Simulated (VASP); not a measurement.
An input for Quantum ESPRESSO's pw.x (written as the equivalent of a VASP run, and not itself run):

```
&CONTROL
  calculation = 'vc-relax'
  pseudo_dir = './pseudo'
  outdir = './out'
  tprnfor = .true.
  tstress = .true.
  nstep = 40
  forc_conv_thr = 0.00078
/
&SYSTEM
  ibrav = 0
  nat = 2
  ntyp = 2
  ecutwfc = 84
  occupations = 'smearing'
  smearing = 'gaussian'
  degauss = 0.003675
  input_dft = 'pbesol'
/
&ELECTRONS
  conv_thr = 7.3e-08
  electron_maxstep = 100
/
&IONS
/
&CELL
  press = 200
/
ATOMIC_SPECIES
  Ba 137.327 Ba.upf
  O 15.999 O.upf
CELL_PARAMETERS angstrom
     0.0000000    2.6733806    2.6733806
     2.6733806    0.0000000    2.6733806
     2.6733806    2.6733806    0.0000000
ATOMIC_POSITIONS crystal
  Ba   0.0000000  0.0000000  0.0000000
  O    0.5000000  0.5000000  0.5000000
K_POINTS automatic
  9 9 9 0 0 0
```

Task: Write the VASP files for the same calculation (PBEsol).

Result: Several could match; the one computed here: 
**POSCAR**
```
BaO
1.0
  0.0000000000   2.6733806224   2.6733806224
  2.6733806224   0.0000000000   2.6733806224
  2.6733806224   2.6733806224   0.0000000000
Ba O
1 1
Direct
  0.0000000000   0.0000000000   0.0000000000
  0.5000000000   0.5000000000   0.5000000000
```

KPOINTS:
```
Automatic mesh
0
Gamma
9 9 9
0 0 0
```

INCAR:
```
SYSTEM = BaO
PREC = Accurate
ENCUT = 620
EDIFF = 1E-6
NELM = 100
ALGO = Normal
LREAL = .FALSE.
LASPH = .TRUE.
ISMEAR = 0
SIGMA = 0.05
GGA = PS
LMAXMIX = 4
LWAVE = .FALSE.
LCHARG = .FALSE.
IBRION = 2
ISIF = 3
NSW = 40
EDIFFG = -0.02
PSTRESS = 200
```

POTCAR, in this order: Ba_sv O (PBE.64 set). Program: vasp_std.

What does not carry over: the potentials are each code's own (VASP's PAW set, PseudoDojo norm-conserving files in pw.x), so ENCUT and ecutwfc are chosen apart and not converted; conv_thr bounds pw.x's estimated SCF error, while EDIFF bounds the energy change between steps; forc_conv_thr acts on force components and is met together with etot_conv_thr.

The compound is BaO in the rock salt structure. This run relaxes it under an external pressure of 20 GPa. Symmetry was kept, so distortions that lower it aren't found.
